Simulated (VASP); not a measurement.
Input of a VASP 6.6.1 run:

File POSCAR:

```
Lu3AlN4
1.0
    3.2617200000      0.0000000000      0.0000000000
    0.0000000000      4.7028000000      0.0000000000
    0.0000000000      0.0000000000      6.5215700000
Lu Al N
3 1 4
Direct
    0.5000000000      0.5000000000      0.2420490000
    0.0000000000      0.0000000000      0.5000000000
    0.5000000000      0.5000000000      0.7579510000
    0.0000000000      0.0000000000      0.0000000000
    0.0000000000      0.5000000000      0.5000000000
    0.5000000000      0.0000000000      0.7723660000
    0.0000000000      0.5000000000      0.0000000000
    0.5000000000      0.0000000000      0.2276340000
```

File INCAR.step1:

```
PREC = Accurate
ENCUT = 520
EDIFF = 1E-6
ISMEAR = 0
SIGMA = 0.1
LREAL = False
LASPH = True
NELM = 60
ALGO = Normal
ISIF = 2
LWAVE = False
LCHARG = True
GGA = PE
NBANDS = 59
KPAR = 4
```

KPOINTS.step1

```
regular mesh
0
Gamma
  10 6 6
```

The input INCAR.step2:

```
PREC = Accurate
ENCUT = 520
EDIFF = 1E-6
ISMEAR = 0
SIGMA = 0.05
LREAL = False
LASPH = True
NELM = 60
ALGO = Normal
ISIF = 2
LWAVE = False
LCHARG = False
GGA = PE
NBANDS = 59
KPAR = 4
ICHARG = 11
```

The input KPOINTS.step2:

```
path GXSYGZURTZ,YT,UX,SR
20
line-mode
reciprocal
 0.0000000000  0.0000000000  0.0000000000  G
 0.5000000000  0.0000000000  0.0000000000  X

 0.5000000000  0.0000000000  0.0000000000  X
 0.5000000000  0.5000000000  0.0000000000  S

 0.5000000000  0.5000000000  0.0000000000  S
 0.0000000000  0.5000000000  0.0000000000  Y

 0.0000000000  0.5000000000  0.0000000000  Y
 0.0000000000  0.0000000000  0.0000000000  G

 0.0000000000  0.0000000000  0.0000000000  G
 0.0000000000  0.0000000000  0.5000000000  Z

 0.0000000000  0.0000000000  0.5000000000  Z
 0.5000000000  0.0000000000  0.5000000000  U

 0.5000000000  0.0000000000  0.5000000000  U
 0.5000000000  0.5000000000  0.5000000000  R

 0.5000000000  0.5000000000  0.5000000000  R
 0.0000000000  0.5000000000  0.5000000000  T

 0.0000000000  0.5000000000  0.5000000000  T
 0.0000000000  0.0000000000  0.5000000000  Z

 0.0000000000  0.5000000000  0.0000000000  Y
 0.0000000000  0.5000000000  0.5000000000  T

 0.5000000000  0.0000000000  0.5000000000  U
 0.5000000000  0.0000000000  0.0000000000  X

 0.5000000000  0.5000000000  0.0000000000  S
 0.5000000000  0.5000000000  0.5000000000  R
```

Potentials or basis: VASP PAW PBE potentials, release 64 (Lu, Al, N).

Command:

```sh
$ cat potpaw_PBE.64/Lu/POTCAR potpaw_PBE.64/Al/POTCAR potpaw_PBE.64/N/POTCAR > POTCAR
$ cp INCAR.step1 INCAR
$ cp KPOINTS.step1 KPOINTS
$ mpirun -np 4 vasp_std > vasp.out
$ cp INCAR.step2 INCAR
$ cp KPOINTS.step2 KPOINTS
$ mpirun -np 4 vasp_std > vasp.out
```

Estimate the band gap on the k mesh.

0.19 eV, indirect (least direct gap 0.22 eV).

Estimate the band gap along the path.

0.18 eV, indirect (least direct gap 0.22 eV).

Levels at the corners of the path, in eV from the valence-band top:
```csv
point,band 46,band 47,band 48,band 49,band 50,band 51,band 52,band 53
Γ,-1.18,-0.11,-0.02,0.00,0.22,1.95,3.31,3.46
X,-1.12,-0.91,-0.91,-0.70,0.18,0.34,3.23,5.03
X,-1.12,-0.91,-0.91,-0.70,0.18,0.34,3.23,5.03
S,-2.32,-1.90,-1.84,-1.75,4.00,4.19,4.40,4.57
S,-2.32,-1.90,-1.84,-1.75,4.00,4.19,4.40,4.57
Y,-1.83,-1.36,-0.42,-0.41,1.12,1.96,3.76,4.96
Y,-1.83,-1.36,-0.42,-0.41,1.12,1.96,3.76,4.96
Γ,-1.18,-0.11,-0.02,0.00,0.22,1.95,3.31,3.46
Γ,-1.18,-0.11,-0.02,0.00,0.22,1.95,3.31,3.46
Z,-1.48,-1.01,-0.97,-0.78,2.21,2.84,3.10,3.67
Z,-1.48,-1.01,-0.97,-0.78,2.21,2.84,3.10,3.67
U,-1.63,-1.57,-1.35,-1.05,1.36,1.83,3.06,3.25
U,-1.63,-1.57,-1.35,-1.05,1.36,1.83,3.06,3.25
R,-2.29,-2.05,-1.83,-1.26,4.00,4.31,4.54,4.76
R,-2.29,-2.05,-1.83,-1.26,4.00,4.31,4.54,4.76
T,-1.77,-1.68,-1.42,-1.35,2.59,3.22,3.70,4.29
T,-1.77,-1.68,-1.42,-1.35,2.59,3.22,3.70,4.29
Z,-1.48,-1.01,-0.97,-0.78,2.21,2.84,3.10,3.67
Y,-1.83,-1.36,-0.42,-0.41,1.12,1.96,3.76,4.96
T,-1.77,-1.68,-1.42,-1.35,2.59,3.22,3.70,4.29
U,-1.63,-1.57,-1.35,-1.05,1.36,1.83,3.06,3.25
X,-1.12,-0.91,-0.91,-0.70,0.18,0.34,3.23,5.03
S,-2.32,-1.90,-1.84,-1.75,4.00,4.19,4.40,4.57
R,-2.29,-2.05,-1.83,-1.26,4.00,4.31,4.54,4.76
```

Caveat: the log is that of the step along the path at fixed density, whose energy, stress, charges and moments have no meaning; spin-orbit coupling is left out, which moves the levels of the heavy elements. A hybrid or GW would open this gap; PBE tends to underestimate it.
